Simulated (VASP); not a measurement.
Wanted: the native input for a VASP 6.6.1 run.

* Task: work function
* Functional: revPBE
* Potentials or basis: VASP PAW PBE potentials, release 64 (Zr_sv, F)
* Cutoff: 520 eV
* k mesh: 10 × 10 × 1
* Occupations: fermi-dirac, width 0.05 eV
* Spin: no spin polarisation
* Dipole correction: yes
* Further INCAR settings: ALGO = Normal; EDIFF = 1e-06

The structure of ZrF2 lies in POSCAR:

```
ZrF2
1.0
    2.9887600000      0.0000000000      0.0000000000
   -1.4943800000      2.5883400000      0.0000000000
    0.0000000000      0.0000000000     29.7132000000
Zr F
1 2
Direct
    0.0000000000      0.0000000000      0.2692400000
    0.6666700000      0.3333300000      0.2193600000
    0.3333300000      0.6666700000      0.3191200000
```

The cell was built by a generator and needn't be a form met in nature.

One way to write it, as run:

INCAR

```
SYSTEM = ZrF2
  ALGO = Normal
  DIPOL = 0.5 0.5 0.269
  EDIFF = 1E-6
  ENCUT = 520
  GGA = RE
  IDIPOL = 3
  ISIF = 2
  ISMEAR = -1
  LASPH = .True.
  LCHARG = .True.
  LDIPOL = .True.
  LELF = .True.
  LREAL = .False.
  LVACPOTAV = .True.
  LVHAR = .True.
  LWAVE = .False.
  NELM = 80
  PREC = Accurate
  SIGMA = 0.05
```

KPOINTS

```
k-points
0
Gamma
  10 10 1
  0 0 0
```

Potentials or basis: VASP PAW PBE potentials, release 64 (Zr_sv, F).

Run with:

```console
$ cat potpaw_PBE.64/Zr_sv/POTCAR potpaw_PBE.64/F/POTCAR > POTCAR
$ mpirun -np 1 vasp_std > vasp.out
```

Results of the run:

The largest force is 0.211 eV/Å. The band gap on the k mesh is none (metal or under the smearing width), the work function of the upper face is 4.83 eV and the work function of the lower face is 4.83 eV.

Caveat: the PAW data sets were made with another functional, which shifts forces and pressure a little.

Run time: 100 s on 1 thread of Intel(R) Xeon(R) Platinum 8559C (Emerald Rapids), with other jobs on the host, peak memory 0.4 GiB.
